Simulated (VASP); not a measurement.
Input of a VASP 6.6.1 run:

Contents of INCAR:

```
PREC = Accurate ; ENCUT = 450
EDIFF = 1E-6 ; ISMEAR = 0
SIGMA = 0.02 ; LREAL = F
LASPH = T ; NELM = 120
ALGO = Normal ; ISIF = 2
LWAVE = F ; LCHARG = F
GGA = PE ; KPAR = 2
```

Contents of KPOINTS:

```
Automatic mesh
0
Gamma
  10 10 10
```

POSCAR

```
Ge                                      
1.0
    0.0000000000      2.8389170308      2.8389170308
    2.8389170308      0.0000000000      2.8389170308
    2.8389170308      2.8389170308      0.0000000000
  Ge            
     2
Direct
     0.0000000000000000    0.0000000000000000    0.0000000000000000
     0.2500000000000000    0.2500000000000000    0.2500000000000000
```

KPOINTS_OPT

```
path GXWKGLUWLK,UX
20
line-mode
reciprocal
 0.0000000000  0.0000000000  0.0000000000  G
 0.5000000000  0.0000000000  0.5000000000  X

 0.5000000000  0.0000000000  0.5000000000  X
 0.5000000000  0.2500000000  0.7500000000  W

 0.5000000000  0.2500000000  0.7500000000  W
 0.3750000000  0.3750000000  0.7500000000  K

 0.3750000000  0.3750000000  0.7500000000  K
 0.0000000000  0.0000000000  0.0000000000  G

 0.0000000000  0.0000000000  0.0000000000  G
 0.5000000000  0.5000000000  0.5000000000  L

 0.5000000000  0.5000000000  0.5000000000  L
 0.6250000000  0.2500000000  0.6250000000  U

 0.6250000000  0.2500000000  0.6250000000  U
 0.5000000000  0.2500000000  0.7500000000  W

 0.5000000000  0.2500000000  0.7500000000  W
 0.5000000000  0.5000000000  0.5000000000  L

 0.5000000000  0.5000000000  0.5000000000  L
 0.3750000000  0.3750000000  0.7500000000  K

 0.6250000000  0.2500000000  0.6250000000  U
 0.5000000000  0.0000000000  0.5000000000  X
```

Potentials or basis: VASP PAW PBE potentials, release 64 (Ge_d).

The run is started by

```bash
$ cat potpaw_PBE.64/Ge_d/POTCAR > POTCAR
$ mpirun -np 2 vasp_std > vasp.out
```

(1) Predict the band gap along the path.

(2) What does it give for the pressure?

Answers

(1) none (metal or under the smearing width).

(2) 2.5 GPa.

Caveat: this crystal is a semiconductor, whose small gap the functional closes, so the metal is an error of the method.

**What was measured.**

“Electronic and optical properties of SixGe1-x-ySny alloys lattice-matched to Ge”, 2021, arxiv:2109.02782 reports, for a bulk crystal of Ge at 293 K: band gap 0.666 eV (indirect).

Against the measured gap of Ge, 0.666 eV (indirect; 293 K; “Electronic and optical properties of SixGe1-x-ySny alloys lattice-matched to Ge”, 2021, arxiv:2109.02782), the calculated 0.00 eV is off by -0.67 eV. 3 values of this kind are on record (0.666 to 0.807 eV); this one was drawn at random among those near their median. Spin-orbit coupling on Ge is left out. The value is that of PBE, without temperature or zero-point motion. Semilocal functionals fall short of measured gaps as a rule. The cell is a database's relaxed one, not the measured one, which moves gaps too.
